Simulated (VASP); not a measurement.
```yaml
crystal:
  lattice:
    - [4.67063, 0.00000, 0.00000]
    - [0.00000, 9.63238, 0.00000]
    - [0.00000, 0.00000, 2.99434]
  atoms:
    - { symbol: Al, position: [0.43710, 0.32894, 0.50000] }
    - { symbol: Al, position: [0.56290, 0.67106, 0.50000] }
    - { symbol: Al, position: [0.93710, 0.17106, 0.00000] }
    - { symbol: Al, position: [0.06290, 0.82894, 0.00000] }
    - { symbol: O, position: [0.76187, 0.22877, 0.50000] }
    - { symbol: O, position: [0.23813, 0.77123, 0.50000] }
    - { symbol: O, position: [0.26187, 0.27123, 0.00000] }
    - { symbol: O, position: [0.73813, 0.72877, 0.00000] }
    - { symbol: O, position: [0.00000, 0.00000, 0.00000] }
    - { symbol: O, position: [0.50000, 0.50000, 0.50000] }
```

Method: r2SCAN meta-GGA, VASP's PBE PAW potentials (set 64) (plane waves; VASP). Numerical set-up: 520 eV cut-off, 6×3×8 Γ-centred mesh, tetrahedra with Blöchl corrections, potentials Al O.

**Question.** What does the run give for the energy per atom (σ→0), band gap (over mesh and band path) with the smallest direct gap where there is one?

**Answer.** 
| Item | Result |
|---|---|
| band gap (over mesh and band path) | 4.10 eV |
| smallest direct gap (over mesh and band path) | 4.10 eV |
| energy per atom (σ→0) | -9.490 eV/atom |

The absolute energy has meaning only against runs of the same code, potentials and settings.

The structure comes from a computed database's Al2O3 entry (Pnnm); how it stands against other phases isn't given here. It was relaxed first.
